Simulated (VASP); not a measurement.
Data:

```
RuC
1.0
    0.00000     2.13261     2.13261
    2.13261     0.00000     2.13261
    2.13261     2.13261     0.00000
Ru C
1 1
Cartesian
  0.00000   0.00000   0.00000
  2.13261   2.13261   2.13261
```

Computed with PBEsol GGA, VASP's PBE PAW potentials (set 64) (plane waves; VASP 6.6.1). Run with 520 eV cut-off, Gaussian smearing of 0.050 eV, potentials Ru_pv C.

Question: Predict the band gap (along the path) with the smallest direct gap where there is one.

Answer: 
```yaml
band gap (along the path): none (metal, semimetal or under 0.01 eV)
```

Only differences to runs with the same potentials and settings are physical.

The structure was generated: RuC was put into the rock salt type (Fm-3m), which need not be its known phase. It was relaxed first, which changed the volume by -30 %.
